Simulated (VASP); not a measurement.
VASP input:

### KPOINTS
```
Automatic mesh
0
Gamma
7 7 4
0 0 0
```

File POSCAR:
```
TcO2
1
    2.5989580000     0.0000000000     0.0000000000
   -1.2994790000     2.2507640000     0.0000000000
    0.0000000000     0.0000000000     4.1926590000
Tc O
1 2
Direct
  0.0000000000   0.0000000000   0.0000000000
  0.3333330000   0.6666670000   0.2520000000
  0.6666670000   0.3333330000   0.7480000000
```

**INCAR**
```
SYSTEM = TcO2
PREC = Accurate
ENCUT = 520
EDIFF = 1E-6
NELM = 3
ALGO = Normal
LREAL = .FALSE.
LASPH = .TRUE.
ISMEAR = 0
SIGMA = 0.05
GGA = PE
LMAXMIX = 4
LWAVE = .FALSE.
LCHARG = .FALSE.
ISIF = 2
```

POTCAR, in this order: Tc_pv O (PBE.64 set). Program: vasp_std.

Output of the run:

File standard output:
```
 POSCAR found type information on POSCAR TcO
 POSCAR found :  2 types and       3 ions
 Reading from existing POTCAR
 Reading from existing POTCAR
 LDA part: xc-table for (Slater+PW92), standard interpolation
 POSCAR, INCAR and KPOINTS ok, starting setup
 WAVECAR not read
 entering main loop
       N       E                     dE             d eps       ncg     rms          rms(c)
DAV:   1     0.247898494360E+03    0.24790E+03   -0.15587E+04   896   0.158E+03
DAV:   2    -0.186359011273E+02   -0.26653E+03   -0.26409E+03  1128   0.442E+02
DAV:   3    -0.254449295135E+02   -0.68090E+01   -0.67810E+01   936   0.814E+01

 -----------------------------------------------------------------------------
|                                                                             |
|           W    W    AA    RRRRR   N    N  II  N    N   GGGG   !!!           |
|           W    W   A  A   R    R  NN   N  II  NN   N  G    G  !!!           |
|           W    W  A    A  R    R  N N  N  II  N N  N  G       !!!           |
|           W WW W  AAAAAA  RRRRR   N  N N  II  N  N N  G  GGG   !            |
|           WW  WW  A    A  R   R   N   NN  II  N   NN  G    G                |
|           W    W  A    A  R    R  N    N  II  N    N   GGGG   !!!           |
|                                                                             |
|     The electronic self-consistency was not achieved in the given           |
|     number of steps (NELM). The forces and other quantities evaluated       |
|     might not be reliable so examine the results carefully. If you find     |
|     spurious results, we suggest increasing NELM, if you were close to      |
|     convergence or switching to a different ALGO or adjusting the           |
|     density mixing parameters otherwise.                                    |
|                                                                             |
 -----------------------------------------------------------------------------

   1 F= -.25444930E+02 E0= -.25442709E+02  d E =-.444044E-02
```

### OUTCAR
```
------------------------ aborting loop EDIFF was not reached (unconverged)  ----------------------------
  FORCE on cell =-STRESS in cart. coord.  units (eV):
  Direction    XX          YY          ZZ          XY          YZ          ZX
  --------------------------------------------------------------------------------------
  Total       60.7454937     60.7455125     29.2848415     -0.0000000      0.0000000      0.0000000
  in kB     3968.3126892   3968.3139185   1913.0869004     -0.0000000      0.0000000      0.0000000
  external PRESSURE =    3283.2378360 kB  Pullay stress =       0.0000000 kB
  volume of cell :       24.53
      direct lattice vectors                 reciprocal lattice vectors
     2.598958000  0.000000000  0.000000000     0.384769588  0.222146791  0.000000000
    -1.299479000  2.250764000  0.000000000     0.000000000  0.444293582  0.000000000
     0.000000000  0.000000000  4.192659000     0.000000000  0.000000000  0.238512123
 POSITION                                       TOTAL-FORCE (eV/Angst)
 -----------------------------------------------------------------------------------
      0.00000      0.00000      0.00000         0.000000      0.000000     -0.000000
     -0.00000      1.50051      1.05655         0.000000     -0.000000      8.540096
      1.29948      0.75025      3.13611        -0.000000      0.000000     -8.540096
 -----------------------------------------------------------------------------------
    total drift:                               -0.000000      0.000000      0.000000
  FREE ENERGIE OF THE ION-ELECTRON SYSTEM (eV)
  ---------------------------------------------------
  free  energy   TOTEN  =       -25.4449295135 eV

  energy  without entropy=      -25.4404890740  energy(sigma->0) =      -25.44270929
```
(Selected blocks of OUTCAR.)

Problem. From input and log, find the fault in this run and mend it.

Solution. The cause: NELM is too small, so the electronic loop ends before EDIFF is met. Convergence was not reached. Against the sound run, the energy per atom (σ→0) decreases by 1.601 eV/atom; the pressure increases by 183.56 GPa; the largest force increases by 0.259 eV/Å. To mend it, set NELM = 100.

The mended run (PBE GGA, plane waves, VASP's PBE PAW potentials (set 64)) converges, and its OSZICAR ends with
```
   1 F= -.20641845E+02 E0= -.20640167E+02  d E =-.335705E-02
```

The structure was generated: TcO2 was put into the CdI2 type (P-3m1), which need not be its known phase. The cell was not relaxed at this level. The electron count is odd and the run is not spin-polarised, which forces a metal.
